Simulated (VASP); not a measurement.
Calculation: LDA (Ceperley-Alder, Perdew-Zunger), VASP's LDA PAW potentials (set 64) (plane waves; VASP).

The input files of a VASP run:

**POSCAR**
```
CdS
1
   -0.0000000000     2.8858498332     2.8858498332
    2.8858498332     0.0000000000     2.8858498332
    2.8858498332     2.8858498332    -0.0000000000
Cd S
1 1
Direct
  0.0000000000   0.0000000000   0.0000000000
  0.2500000000   0.2500000000   0.2500000000
```

### INCAR
```
! general
SYSTEM  = CdS
PREC    = Accurate
ENCUT   = 500
LREAL   = .FALSE.   ! projection in real space or not
LASPH   = .TRUE.

! electronic loop
EDIFF   = 1E-6
NELM    = 100   ! most electronic steps
ALGO    = Normal   ! blocked Davidson
LMAXMIX = 4

! smearing
ISMEAR  = 0
SIGMA   = 0.05   ! width (eV)

! ions
IBRION  = 2   ! conjugate gradients
NSW     = 40   ! most ionic steps
ISIF    = 3   ! ions, shape and volume
EDIFFG  = -0.02   ! ionic stop

! output
LWAVE   = .FALSE.
LCHARG  = .FALSE.
```

**KPOINTS**
```
kpoints
0
Gamma
  8 8 8
```

POTCAR, in this order: Cd S (LDA.64 set). Program: vasp_std.

Output of the run:

OUTCAR:
```
 ion  position               nearest neighbor table
   1  0.000  0.000  0.000-   2 2.50   2 2.50   2 2.50   2 2.50
   2  0.250  0.250  0.250-   1 2.50   1 2.50   1 2.50   1 2.50
  LATTYP: Found a face centered cubic cell.
 ALAT       =     5.7716996664
 Subroutine PRICEL returns:
 Original cell was already a primitive cell.
 Subroutine GETGRP returns: Found 24 space group operations
The static configuration has the point symmetry T_d .
The dynamic configuration has the point symmetry T_d .
 Subroutine INISYM returns: Found 24 space group operations
 Subroutine IBZKPT returns following result:
 Found     29 irreducible k-points:

 Following reciprocal coordinates:
            Coordinates               Weight
  0.000000  0.000000  0.000000      1.000000
  0.125000  0.000000  0.000000      8.000000
  0.250000  0.000000  0.000000      8.000000
  0.375000  0.000000  0.000000      8.000000
  0.500000  0.000000  0.000000      4.000000
  0.125000  0.125000  0.000000      6.000000
  0.250000  0.125000  0.000000     24.000000
  0.375000  0.125000  0.000000     24.000000
  0.500000  0.125000  0.000000     24.000000
 -0.375000  0.125000  0.000000     24.000000
 -0.250000  0.125000  0.000000     24.000000
 -0.125000  0.125000  0.000000     12.000000
  0.250000  0.250000  0.000000      6.000000
  0.375000  0.250000  0.000000     24.000000
  0.500000  0.250000  0.000000     24.000000
 -0.375000  0.250000  0.000000     24.000000
 -0.250000  0.250000  0.000000     12.000000
  0.375000  0.375000  0.000000      6.000000
  0.500000  0.375000  0.000000     24.000000
 -0.375000  0.375000  0.000000     12.000000
  0.500000  0.500000  0.000000      3.000000
  0.375000  0.250000  0.125000     24.000000
  0.500000  0.250000  0.125000     48.000000
 -0.375000  0.250000  0.125000     24.000000
...
```

**OSZICAR**
```
       N       E                     dE             d eps       ncg     rms          rms(c)
DAV:   1     0.109480532393E+03    0.10948E+03   -0.90999E+03   778   0.123E+03
DAV:   2    -0.306306555971E+01   -0.11254E+03   -0.10746E+03   869   0.295E+02
DAV:   3    -0.788623373232E+01   -0.48232E+01   -0.48113E+01   894   0.637E+01
DAV:   4    -0.792157059852E+01   -0.35337E-01   -0.35332E-01   849   0.550E+00
DAV:   5    -0.792207292495E+01   -0.50233E-03   -0.50232E-03   914   0.626E-01    0.901E+00
DAV:   6    -0.743946880141E+01    0.48260E+00   -0.96957E-01  1113   0.147E+01    0.692E+00
DAV:   7    -0.741280738066E+01    0.26661E-01   -0.17720E-01   789   0.355E+00    0.320E+00
DAV:   8    -0.740782726515E+01    0.49801E-02   -0.20838E-02   789   0.220E+00    0.270E-01
DAV:   9    -0.740734738913E+01    0.47988E-03   -0.29532E-03   889   0.963E-01    0.641E-02
DAV:  10    -0.740733019145E+01    0.17198E-04   -0.22897E-04   834   0.212E-01    0.613E-02
DAV:  11    -0.740733921832E+01   -0.90269E-05   -0.38906E-05   834   0.756E-02    0.316E-02
DAV:  12    -0.740733632166E+01    0.28967E-05   -0.24269E-05  1020   0.711E-02    0.634E-03
DAV:  13    -0.740733615111E+01    0.17055E-06   -0.16438E-06   518   0.141E-02
   1 F= -.74073362E+01 E0= -.74073362E+01  d E =-.740734E+01
```

**OUTCAR**
```
------------------------ aborting loop because EDIFF is reached ----------------------------------------
  FORCE on cell =-STRESS in cart. coord.  units (eV):
  Direction    XX          YY          ZZ          XY          YZ          ZX
  --------------------------------------------------------------------------------------
  Total        0.0011937      0.0011937      0.0011937      0.0000000      0.0000000      0.0000000
  in kB        0.0397880      0.0397880      0.0397880      0.0000000      0.0000000      0.0000000
  external PRESSURE =       0.0397880 kB  Pullay stress =       0.0000000 kB
  volume of cell :       48.07
      direct lattice vectors                 reciprocal lattice vectors
     0.000000000  2.885849833  2.885849833    -0.173259188  0.173259188  0.173259188
     2.885849833  0.000000000  2.885849833     0.173259188 -0.173259188  0.173259188
     2.885849833  2.885849833  0.000000000     0.173259188  0.173259188 -0.173259188
  FREE ENERGIE OF THE ION-ELECTRON SYSTEM (eV)
  ---------------------------------------------------
  free  energy   TOTEN  =        -7.4073361511 eV

  energy  without entropy=       -7.4073361511  energy(sigma->0) =       -7.40733615

 reached required accuracy - stopping structural energy minimisation
```
(Selected blocks of OUTCAR.)

The compound is CdS in the zinc blende structure, a metastable form; wurtzite is the usual one. It was relaxed first.
